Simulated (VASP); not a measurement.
## GeRh (relaxed from the rocksalt structure, space group Fm-3m): computed properties

Computed with PBEsol GGA, VASP's PBE PAW potentials (set 64) (plane waves; VASP 6.6.1).

| Property | Value |
|---|---|
| space group | Fm-3m (225) |
| cell | a = 4.9877 Å, b = 4.9877 Å, c = 4.9877 Å, α = 90.00°, β = 90.00°, γ = 90.00° |
| volume per atom | 15.51 Å³/atom |
| band gap (over mesh and band path) | none (metal, semimetal or under 0.01 eV) |
| band gap with spin-orbit coupling | none (metallic) |
| density | 9.40 g/cm³ |

```
RhGe
1.0
    0.00000     2.49383     2.49383
    2.49383     0.00000     2.49383
    2.49383     2.49383     0.00000
Ge Rh
1 1
Direct
  0.00000   0.00000   0.00000
  0.50000   0.50000   0.50000
```

The structure was generated: GeRh was put into the rocksalt type (Fm-3m), which need not be its known phase. It was relaxed first, which changed the volume by -20 %. Symmetry was kept, so distortions that lower it aren't found. The electron count is odd and the run is not spin-polarised, which forces a metal.
